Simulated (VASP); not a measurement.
# Sr3RhN3 (P6_3/m) in VASP: further runs, part 2 of 2

VASP 6.6.1. The steps go on from the part before.

### Step 3. Electric field gradients, PBE

The input, INCAR:

```
SYSTEM = Sr3RhN3
PREC = Accurate
ENCUT = 520
EDIFF = 1E-8
ISMEAR = -1
SIGMA = 0.05
LREAL = .False.
LASPH = .True.
NELM = 80
ALGO = Fast
ISIF = 2
LWAVE = .False.
LCHARG = .False.
GGA = PE
LEFG = .True.
NBANDS = 73
```

The input, KPOINTS:

```
Automatic mesh
0
Gamma
  5 5 6
  0 0 0
```

The input, POSCAR:

```
Sr3RhN3
1.0
    7.6895252977      0.0000000000      0.0000000000
   -3.8447626489      6.6593242509      0.0000000000
    0.0000000000      0.0000000000      5.3062733500
Sr Rh N
6 2 6
Direct
    0.9059411300      0.6366907900      0.2500000000
    0.7307496600      0.0940588700      0.2500000000
    0.3633092100      0.2692503400      0.2500000000
    0.0940588700      0.3633092100      0.7500000000
    0.2692503400      0.9059411300      0.7500000000
    0.6366907900      0.7307496600      0.7500000000
    0.6666666667      0.3333333333      0.7500000000
    0.3333333333      0.6666666667      0.2500000000
    0.8935441400      0.5942948700      0.7500000000
    0.7007507300      0.1064558600      0.7500000000
    0.4057051300      0.2992492700      0.7500000000
    0.1064558600      0.4057051300      0.2500000000
    0.2992492700      0.8935441400      0.2500000000
    0.5942948700      0.7007507300      0.2500000000
```

Potentials or basis: VASP PAW PBE potentials, release 64 (Sr_sv, Rh_pv, N).

On the command line:

```bash
> cat potpaw_PBE.64/Sr_sv/POTCAR potpaw_PBE.64/Rh_pv/POTCAR potpaw_PBE.64/N/POTCAR > POTCAR
> mpirun -np 1 vasp_std > vasp.out
```

OUTCAR:

```text
SYSTEM = Sr3RhN3
   PREC = Accurate
   ENCUT = 520
   EDIFF = 1E-8
   ISMEAR = -1
   LREAL = .False.
   LASPH = .True.
   NELM = 80
   ISIF = 2
   GGA = PE

 ion  position               nearest neighbor table
   1  0.906  0.637  0.250-  13 2.66   9 2.67   9 2.67  14 2.68  12 2.88   8 3.18   7 3.40   7 3.40
                             5 3.65   5 3.65   6 3.65   6 3.65   3 3.69   2 3.69   4 4.07   4 4.07
   2  0.731  0.094  0.250-  14 2.66  10 2.67  10 2.67  12 2.68  13 2.88   8 3.18   7 3.40   7 3.40
                             4 3.65   4 3.65   6 3.65   6 3.65   3 3.69   1 3.69   5 4.07   5 4.07
   3  0.363  0.269  0.250-  12 2.66  11 2.67  11 2.67  13 2.68  14 2.88   8 3.18   7 3.40   7 3.40
                             4 3.65   4 3.65   5 3.65   5 3.65   1 3.69   2 3.69   6 4.07   6 4.07
   4  0.094  0.363  0.750-  10 2.66  12 2.67  12 2.67  11 2.68   9 2.88   7 3.18   8 3.40   8 3.40
                             2 3.65   2 3.65   3 3.65   3 3.65   6 3.69   5 3.69   1 4.07   1 4.07
   5  0.269  0.906  0.750-  11 2.66  13 2.67  13 2.67   9 2.68  10 2.88   7 3.18   8 3.40   8 3.40
                             1 3.65   1 3.65   3 3.65   3 3.65   6 3.69   4 3.69   2 4.07   2 4.07
   6  0.637  0.731  0.750-   9 2.66  14 2.67  14 2.67  10 2.68  11 2.88   7 3.18   8 3.40   8 3.40
                             1 3.65   1 3.65   2 3.65   2 3.65   4 3.69   5 3.69   3 4.07   3 4.07
   7  0.667  0.333  0.750-  10 1.89   9 1.89  11 1.89   4 3.18   5 3.18   6 3.18   2 3.40   2 3.40
                             1 3.40   1 3.40   3 3.40   3 3.40
   8  0.333  0.667  0.250-  13 1.89  12 1.89  14 1.89   1 3.18   2 3.18   3 3.18   5 3.40   5 3.40
                             4 3.40   4 3.40   6 3.40   6 3.40
   9  0.894  0.594  0.750-   7 1.89   6 2.66   1 2.67   1 2.67   5 2.68   4 2.88
  10  0.701  0.106  0.750-   7 1.89   4 2.66   2 2.67   2 2.67   6 2.68   5 2.88
  11  0.406  0.299  0.750-   7 1.89   5 2.66   3 2.67   3 2.67   4 2.68   6 2.88
  12  0.106  0.406  0.250-   8 1.89   3 2.66   4 2.67   4 2.67   2 2.68   1 2.88
  13  0.299  0.894  0.250-   8 1.89   1 2.66   5 2.67   5 2.67   3 2.68   2 2.88
  14  0.594  0.701  0.250-   8 1.89   2 2.66   6 2.67   6 2.67   1 2.68   3 2.88

  LATTYP: Found a hexagonal cell.
 ALAT       =     7.6895252977
 C/A-ratio  =     0.6900651399

  Lattice vectors:

 A1 = (   7.6895252977,   0.0000000000,   0.0000000000)
 A2 = (  -3.8447626489,   6.6593242509,   0.0000000000)
 A3 = (   0.0000000000,   0.0000000000,   5.3062733500)

Analysis of symmetry for initial positions (statically):
=====================================================================
 Subroutine PRICEL returns:
 Original cell was already a primitive cell.

 Routine SETGRP: Setting up the symmetry group for a
 hexagonal supercell.

 Subroutine GETGRP returns: Found 12 space group operations
 (whereof  6 operations were pure point group operations)
 out of a pool of 24 trial point group operations.

The static configuration has the point symmetry S_6 .
 The point group associated with its full space group is C_6h.

Analysis of symmetry for dynamics (positions and initial velocities):
=====================================================================
 Subroutine PRICEL returns:
 Original cell was already a primitive cell.

 Routine SETGRP: Setting up the symmetry group for a
 hexagonal supercell.

 Subroutine GETGRP returns: Found 12 space group operations
 (whereof  6 operations were pure point group operations)
 out of a pool of 24 trial point group operations.

The dynamic configuration has the point symmetry S_6 .
 The point group associated with its full space group is C_6h.

[... 1681 lines left out ...]
  Total        2.0408912      2.0408912      1.8227680     -0.0000001     -0.0000000      0.0000000
  in kB       12.0340307     12.0340307     10.7478765     -0.0000005     -0.0000000      0.0000000
  external PRESSURE =      11.6053127 kB  Pullay stress =       0.0000000 kB

 VOLUME and BASIS-vectors are now :
 -----------------------------------------------------------------------------
  energy-cutoff  :      520.00
  volume of cell :      271.72
      direct lattice vectors                 reciprocal lattice vectors
     7.689525298  0.000000000  0.000000000     0.130047039  0.075082693  0.000000000
    -3.844762649  6.659324251  0.000000000     0.000000000  0.150165387  0.000000000
     0.000000000  0.000000000  5.306273350     0.000000000  0.000000000  0.188456179

 POSITION                                       TOTAL-FORCE (eV/Angst)
 -----------------------------------------------------------------------------------
      4.51833      4.23993      1.32657         0.009040      0.028234      0.000000
      5.25748      0.62637      1.32657         0.019932     -0.021946     -0.000000
      1.75847      1.79303      1.32657        -0.028971     -0.006288     -0.000000
     -0.67357      2.41939      3.97971        -0.009040     -0.028234      0.000000
     -1.41272      6.03296      3.97971        -0.019932      0.021946     -0.000000
      2.08629      4.86630      3.97971         0.028971      0.006288      0.000000
      3.84476      2.21977      3.97971        -0.000000      0.000000      0.000000
     -0.00000      4.43955      1.32657        -0.000000      0.000000      0.000000
      4.58601      3.95760      3.97971         0.052025      0.139689      0.000000
      4.97914      0.70892      3.97971         0.094961     -0.114900     -0.000000
      1.96914      1.99280      3.97971        -0.146987     -0.024789      0.000000
     -0.74124      2.70172      1.32657        -0.052025     -0.139689      0.000000
     -1.13438      5.95040      1.32657        -0.094961      0.114900     -0.000000
      1.87563      4.66653      1.32657         0.146987      0.024789      0.000000
 -----------------------------------------------------------------------------------
    total drift:                               -0.000001      0.000001     -0.000000

  FREE ENERGIE OF THE ION-ELECTRON SYSTEM (eV)
  ---------------------------------------------------
  free  energy   TOTEN  =       -81.0651707864 eV

  energy  without entropy=      -80.9742892656  energy(sigma->0) =      -81.01973003

 Electric field gradients (V/A^2)
---------------------------------------------------------------------
 ion       V_xx      V_yy      V_zz      V_xy      V_xz      V_yz
---------------------------------------------------------------------
   1     -30.140    98.017   -67.877    -3.358    -0.000    -0.000
   2      68.886    -1.009   -67.878   -53.815     0.000    -0.000
   3      63.070     4.808   -67.878    57.173    -0.000     0.000
   4     -30.140    98.017   -67.877    -3.358     0.000     0.000
   5      68.886    -1.009   -67.878   -53.815    -0.000     0.000
   6      63.070     4.808   -67.878    57.173     0.000    -0.000
   7      23.554    23.555   -47.109     0.001     0.000    -0.000
   8      23.554    23.555   -47.109     0.001    -0.000     0.000
   9      10.306    23.677   -33.983     2.290     0.000    -0.000
  10      18.351    15.632   -33.983    -6.935    -0.000     0.000
  11      22.318    11.666   -33.984     4.645    -0.000     0.000
  12      10.306    23.677   -33.983     2.290    -0.000     0.000
  13      18.351    15.632   -33.983    -6.935     0.000    -0.000
  14      22.318    11.666   -33.984     4.645     0.000    -0.000
---------------------------------------------------------------------

 Electric field gradients after diagonalization (V/A^2)
 (convention: |V_zz| > |V_xx| > |V_yy|)
----------------------------------------------------------------------
 ion       V_xx      V_yy      V_zz     asymmetry (V_yy - V_xx)/ V_zz
----------------------------------------------------------------------
   1     -67.877   -30.228    98.105       0.384
   2     -67.878   -30.228    98.105       0.384
   3     -67.878   -30.228    98.106       0.384
   4     -67.877   -30.228    98.105       0.384
   5     -67.878   -30.228    98.105       0.384
   6     -67.878   -30.228    98.106       0.384
   7      23.556    23.553   -47.109       0.000
   8      23.556    23.553   -47.109       0.000
   9      24.058     9.925   -33.983       0.416
  10      24.059     9.924   -33.983       0.416
  11      24.059     9.925   -33.984       0.416
  12      24.058     9.925   -33.983       0.416
  13      24.059     9.924   -33.983       0.416
  14      24.059     9.925   -33.984       0.416
----------------------------------------------------------------------

           NMR quadrupolar parameters

 Cq : quadrupolar parameter    Cq=e*Q*V_zz/h
 eta: asymmetry parameters     (V_yy - V_xx)/ V_zz
 Q  : nuclear electric quadrupole moment in mb (millibarn)
----------------------------------------------------------------------
 ion       Cq(MHz)       eta       Q (mb)
----------------------------------------------------------------------
   1       0.237       0.384       1.000
   2       0.237       0.384       1.000
   3       0.237       0.384       1.000
   4       0.237       0.384       1.000
   5       0.237       0.384       1.000
   6       0.237       0.384       1.000
   7      -0.114       0.000       1.000
   8      -0.114       0.000       1.000
   9      -0.082       0.416       1.000
  10      -0.082       0.416       1.000
  11      -0.082       0.416       1.000
  12      -0.082       0.416       1.000
  13      -0.082       0.416       1.000
  14      -0.082       0.416       1.000
----------------------------------------------------------------------
```

Run time: 22 min. Hardware: 1 thread of Intel Xeon Platinum 8488C (Sapphire Rapids), shared host; peak memory 0.57 GiB.

Results:

| Quantity | Value |
| --- | --- |
| Free energy | -81.0652 eV |
| Pressure | 1.2 GPa |
| Largest force | 0.149 eV/Å |
| Band gap on the k mesh | none (metal or under the smearing width) |

Forces on the atoms (eV/Å):
```
Sr   0.009  0.028  0.000
Sr   0.020 -0.022  0.000
Sr  -0.029 -0.006  0.000
Sr  -0.009 -0.028  0.000
Sr  -0.020  0.022  0.000
Sr   0.029  0.006  0.000
Rh   0.000  0.000  0.000
Rh   0.000  0.000  0.000
N    0.052  0.140  0.000
N    0.095 -0.115  0.000
N   -0.147 -0.025  0.000
N   -0.052 -0.140  0.000
N   -0.095  0.115  0.000
N    0.147  0.025  0.000
```

Stress tensor (GPa, compression positive):
```
1.20 0.00 0.00
0.00 1.20 0.00
0.00 0.00 1.07
```

Electric field gradients, principal values (V/Å²):
| atom | Vxx | Vyy | Vzz |
| --- | --- | --- | --- |
| 1 Sr | -30.228 | -67.877 | 98.105 |
| 2 Sr | -30.228 | -67.878 | 98.105 |
| 3 Sr | -30.228 | -67.878 | 98.106 |
| 4 Sr | -30.228 | -67.877 | 98.105 |
| 5 Sr | -30.228 | -67.878 | 98.105 |
| 6 Sr | -30.228 | -67.878 | 98.106 |
| 7 Rh | 23.553 | 23.556 | -47.109 |
| 8 Rh | 23.553 | 23.556 | -47.109 |
| 9 N | 9.925 | 24.058 | -33.983 |
| 10 N | 9.924 | 24.059 | -33.983 |
| 11 N | 9.925 | 24.059 | -33.984 |
| 12 N | 9.925 | 24.058 | -33.983 |
| 13 N | 9.924 | 24.059 | -33.983 |
| 14 N | 9.925 | 24.059 | -33.984 |

### Step 4. Electric field gradients, r2SCAN

POSCAR is that of step 3.

The input, INCAR.step1:

```
SYSTEM = Sr3RhN3
PREC = Accurate
ENCUT = 520
ISMEAR = -1
SIGMA = 0.05
LREAL = .FALSE.
LASPH = .TRUE.
NELM = 100
NBANDS = 73
GGA = PE
ALGO = Normal
EDIFF = 1E-4
LWAVE = .TRUE.
LCHARG = .FALSE.
```

The input, INCAR.step2:

```
SYSTEM = Sr3RhN3
PREC = Accurate
ENCUT = 520
EDIFF = 1E-8
ISMEAR = -1
SIGMA = 0.05
LREAL = .FALSE.
LASPH = .TRUE.
NELM = 100
ALGO = Normal
ISIF = 2
LWAVE = .FALSE.
LCHARG = .FALSE.
METAGGA = R2SCAN
LMIXTAU = .TRUE.
LEFG = .TRUE.
NBANDS = 73
ISTART = 1
```

The input, KPOINTS:

```
Automatic mesh
0
G
  5 5 6
  0 0 0
```

Potentials or basis: VASP PAW PBE potentials, release 64 (Sr_sv, Rh_pv, N).

On the command line:

```bash
> cat potpaw_PBE.64/Sr_sv/POTCAR potpaw_PBE.64/Rh_pv/POTCAR potpaw_PBE.64/N/POTCAR > POTCAR
> cp INCAR.step1 INCAR
> mpirun -np 1 vasp_std > vasp.out
> cp INCAR.step2 INCAR
> mpirun -np 1 vasp_std > vasp.out
```

OUTCAR:

```text
SYSTEM = Sr3RhN3
   PREC = Accurate
   ENCUT = 520
   EDIFF = 1E-8
   ISMEAR = -1
   LREAL = .FALSE.
   LASPH = .TRUE.
   NELM = 100
   ISIF = 2
   METAGGA = R2SCAN
   ISTART = 1

 ion  position               nearest neighbor table
   1  0.906  0.637  0.250-  13 2.66   9 2.67   9 2.67  14 2.68  12 2.88   8 3.18   7 3.40   7 3.40
                             5 3.65   5 3.65   6 3.65   6 3.65   3 3.69   2 3.69   4 4.07   4 4.07
   2  0.731  0.094  0.250-  14 2.66  10 2.67  10 2.67  12 2.68  13 2.88   8 3.18   7 3.40   7 3.40
                             4 3.65   4 3.65   6 3.65   6 3.65   3 3.69   1 3.69   5 4.07   5 4.07
   3  0.363  0.269  0.250-  12 2.66  11 2.67  11 2.67  13 2.68  14 2.88   8 3.18   7 3.40   7 3.40
                             4 3.65   4 3.65   5 3.65   5 3.65   1 3.69   2 3.69   6 4.07   6 4.07
   4  0.094  0.363  0.750-  10 2.66  12 2.67  12 2.67  11 2.68   9 2.88   7 3.18   8 3.40   8 3.40
                             2 3.65   2 3.65   3 3.65   3 3.65   6 3.69   5 3.69   1 4.07   1 4.07
   5  0.269  0.906  0.750-  11 2.66  13 2.67  13 2.67   9 2.68  10 2.88   7 3.18   8 3.40   8 3.40
                             1 3.65   1 3.65   3 3.65   3 3.65   6 3.69   4 3.69   2 4.07   2 4.07
   6  0.637  0.731  0.750-   9 2.66  14 2.67  14 2.67  10 2.68  11 2.88   7 3.18   8 3.40   8 3.40
                             1 3.65   1 3.65   2 3.65   2 3.65   4 3.69   5 3.69   3 4.07   3 4.07
   7  0.667  0.333  0.750-  10 1.89   9 1.89  11 1.89   4 3.18   5 3.18   6 3.18   2 3.40   2 3.40
                             1 3.40   1 3.40   3 3.40   3 3.40
   8  0.333  0.667  0.250-  13 1.89  12 1.89  14 1.89   1 3.18   2 3.18   3 3.18   5 3.40   5 3.40
                             4 3.40   4 3.40   6 3.40   6 3.40
   9  0.894  0.594  0.750-   7 1.89   6 2.66   1 2.67   1 2.67   5 2.68   4 2.88
[... 1783 lines left out ...]

 Electric field gradients after diagonalization (V/A^2)
 (convention: |V_zz| > |V_xx| > |V_yy|)
----------------------------------------------------------------------
 ion       V_xx      V_yy      V_zz     asymmetry (V_yy - V_xx)/ V_zz
----------------------------------------------------------------------
   1     -73.577   -31.487   105.064       0.401
   2     -73.577   -31.487   105.064       0.401
   3     -73.577   -31.487   105.064       0.401
   4     -73.577   -31.487   105.064       0.401
   5     -73.577   -31.487   105.064       0.401
   6     -73.577   -31.487   105.064       0.401
   7      24.868    24.865   -49.732       0.000
   8      24.868    24.865   -49.732       0.000
   9      28.326    11.350   -39.677       0.428
  10      28.327    11.350   -39.677       0.428
  11      28.327    11.350   -39.677       0.428
  12      28.326    11.350   -39.677       0.428
  13      28.327    11.350   -39.677       0.428
  14      28.327    11.350   -39.677       0.428
----------------------------------------------------------------------

           NMR quadrupolar parameters

 Cq : quadrupolar parameter    Cq=e*Q*V_zz/h
 eta: asymmetry parameters     (V_yy - V_xx)/ V_zz
 Q  : nuclear electric quadrupole moment in mb (millibarn)
----------------------------------------------------------------------
 ion       Cq(MHz)       eta       Q (mb)
----------------------------------------------------------------------
   1       0.254       0.401       1.000
   2       0.254       0.401       1.000
   3       0.254       0.401       1.000
   4       0.254       0.401       1.000
   5       0.254       0.401       1.000
   6       0.254       0.401       1.000
   7      -0.120       0.000       1.000
   8      -0.120       0.000       1.000
   9      -0.096       0.428       1.000
  10      -0.096       0.428       1.000
  11      -0.096       0.428       1.000
  12      -0.096       0.428       1.000
  13      -0.096       0.428       1.000
  14      -0.096       0.428       1.000
----------------------------------------------------------------------
```

OUTCAR.step1:

```text
SYSTEM = Sr3RhN3
   PREC = Accurate
   ENCUT = 520
   ISMEAR = -1
   LREAL = .FALSE.
   LASPH = .TRUE.
[... 1774 lines left out ...]
     -0.74124      2.70172      1.32657        -0.052099     -0.140857     -0.000000
     -1.13438      5.95040      1.32657        -0.095936      0.115547     -0.000000
      1.87563      4.66653      1.32657         0.148035      0.025310     -0.000000
 -----------------------------------------------------------------------------------
    total drift:                               -0.000001      0.000001     -0.000000

  FREE ENERGIE OF THE ION-ELECTRON SYSTEM (eV)
  ---------------------------------------------------
  free  energy   TOTEN  =       -81.0651584470 eV

  energy  without entropy=      -80.9742855047  energy(sigma->0) =      -81.01972198
```

It took 28 min on 1 thread of Intel Xeon Platinum 8488C (Sapphire Rapids), shared host; peak memory 0.57 GiB.

Results:

```
Free energy            : -202.5793 eV
Pressure               : -0.1 GPa
Largest force          : 0.088 eV/Å
Band gap on the k mesh : none (metal or under the smearing width)
```

Forces in eV/Å, atoms in the order of the input:
```
Sr   0.026 -0.041  0.000
Sr  -0.049 -0.002  0.000
Sr   0.023  0.043  0.000
Sr  -0.026  0.041  0.000
Sr   0.049  0.002  0.000
Sr  -0.023 -0.043  0.000
Rh   0.000  0.000  0.000
Rh   0.000  0.000  0.000
N    0.005  0.088  0.000
N    0.074 -0.049  0.000
N   -0.079 -0.039  0.000
N   -0.005 -0.088  0.000
N   -0.074  0.049  0.000
N    0.079  0.039  0.000
```

Levels at points of the mesh, in eV from the Fermi level:
| k point | band 57 | band 58 | band 59 | band 60 | band 61 | band 62 | band 63 | band 64 |
| --- | --- | --- | --- | --- | --- | --- | --- | --- |
| (0.00, 0.00, 0.00) | -0.04 | -0.04 | 0.09 | 0.09 | 0.25 | 0.75 | 0.75 | 1.24 |
| (0.00, 0.00, 0.50) | -0.62 | -0.62 | -0.62 | -0.62 | 0.89 | 0.89 | 0.89 | 0.89 |

Electric field gradients, principal values (V/Å²):
```tsv
atom	Vxx	Vyy	Vzz
1 Sr	-31.487	-73.577	105.064
2 Sr	-31.487	-73.577	105.064
3 Sr	-31.487	-73.577	105.064
4 Sr	-31.487	-73.577	105.064
5 Sr	-31.487	-73.577	105.064
6 Sr	-31.487	-73.577	105.064
7 Rh	24.865	24.868	-49.732
8 Rh	24.865	24.868	-49.732
9 N	11.350	28.326	-39.677
10 N	11.350	28.327	-39.677
11 N	11.350	28.327	-39.677
12 N	11.350	28.326	-39.677
13 N	11.350	28.327	-39.677
14 N	11.350	28.327	-39.677
```

Caveat: the PAW data sets were made with another functional, which shifts forces and pressure a little.

### Step 5. Overview

| level | k mesh | smearing | gap on the mesh (eV) | pressure (GPa) | largest force (eV/Å) |
| --- | --- | --- | --- | --- | --- |
| PBE | 4 × 4 × 5 | fermi-dirac 0.02 eV | none | 1.1 | 0.16 |
| PBE | 5 × 5 × 6 | fermi-dirac 0.05 eV | none | 1.2 | 0.15 |
| r2SCAN | 5 × 5 × 6 | fermi-dirac 0.05 eV | none | -0.1 | 0.09 |

Alike in all rows: task electric field gradients; potentials or basis VASP PAW PBE potentials, release 64 (Sr_sv, Rh_pv, N); no spin polarisation; cell as given; cutoff (eV) 520.

Every run on the cell as given and a fine mesh finds a metal. The pressure there spans -0.1 GPa (r2SCAN) to 1.2 GPa (PBE); a positive pressure means that this level wants a larger cell, a negative one a smaller.

Caveats: the PAW data sets were made with another functional, which shifts forces and pressure a little (some runs).

Total energies depend on the potentials used, so only differences within one code and one set of settings carry meaning.
